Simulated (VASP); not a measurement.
Computed with revTPSS meta-GGA, VASP's PBE PAW potentials (set 64) (plane waves; VASP).

VASP ran on this input.

File POSCAR:
```
GaP
1
    0.0000000000     2.7279874993     2.7279874993
    2.7279874993     0.0000000000     2.7279874993
    2.7279874993     2.7279874993     0.0000000000
Ga P
1 1
Direct
  1.0000000000   0.0000000000   1.0000000000
  0.2500000000   0.2500000000   0.2500000000
```

### KPOINTS
```
Automatic mesh
0
Gamma
8 8 8
0 0 0
```

INCAR:
```
ALGO=Normal
EDIFF=1E-7
ENCUT=520
ISIF=2
ISMEAR=0
LASPH=.True.
LCHARG=.False.
LMAXMIX=4
LMIXTAU=.True.
LREAL=.False.
LWAVE=.False.
METAGGA=RTPSS
NELM=100
PREC=Accurate
SIGMA=0.05
SYSTEM=GaP
```

POTCAR, in this order: Ga_d P (PBE.64 set). Program: vasp_std.

### Question
What will the output report for the number of irreducible k-points (NKPTS), largest plane-wave count, number of space-group operations, FFT grid (NGX, NGY, NGZ)?

### Answer

```yaml
number of irreducible k-points (NKPTS): 29
largest_plane_wave_count: 1108
number_of_space_group_operations: 24
FFT grid (NGX, NGY, NGZ): 30 × 30 × 30
```

The compound is GaP in the zinc blende structure. It was relaxed first.
